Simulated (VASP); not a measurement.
Input:

```
Al2CaGe2
1.0
    4.16967     0.00000     0.00000
   -2.08483     3.61104     0.00000
    0.00000     0.00000     7.15371
Ca Al Ge
1 2 2
Direct
  0.00000   0.00000   0.00000
  0.66667   0.33333   0.37221
  0.33333   0.66667   0.62779
  0.33333   0.66667   0.26204
  0.66667   0.33333   0.73796
```

Computed with PBEsol GGA, VASP's PBE PAW potentials (set 64) (plane waves; VASP). Run with 300 eV cut-off, 9×9×5 Γ-centred mesh, Gaussian smearing of 0.10 eV, potentials Ca_sv Al Ge_d.

At this cut-off the stress carries a Pulay error, which pulls relaxed volumes low. Energy and stress use the plane-wave basis of the starting cell.

Question: The ions, cell shape and volume are relaxed. Give the cell that the relaxation ends in.

Answer: 
```
Al2CaGe2
1.0
    4.15487     0.00000     0.00000
   -2.07743     3.59822     0.00000
    0.00000     0.00000     7.02154
Ca Al Ge
1 2 2
Direct
  0.00000   0.00000   0.00000
  0.66667   0.33333   0.37064
  0.33333   0.66667   0.62936
  0.33333   0.66667   0.25660
  0.66667   0.33333   0.74340
```
Space group P-3m1 (164), at a tolerance of 0.03 Å.

Question: How do energy and volume change from the first to the last step?

Answer: The energy (σ→0) changes by -4.1 meV/atom and the volume by -2.5 %, in 11 ionic steps.

The structure comes from a computed database's Al2CaGe2 entry (P-3m1); how it stands against other phases isn't given here. This run relaxes it. Symmetry was kept, so distortions that lower it aren't found. The run is one of a series of settings (EDIFFG = -0.01, IBRION = 2, ISIF = 3, NSW = 50 against the base run), some of them coarse on purpose.
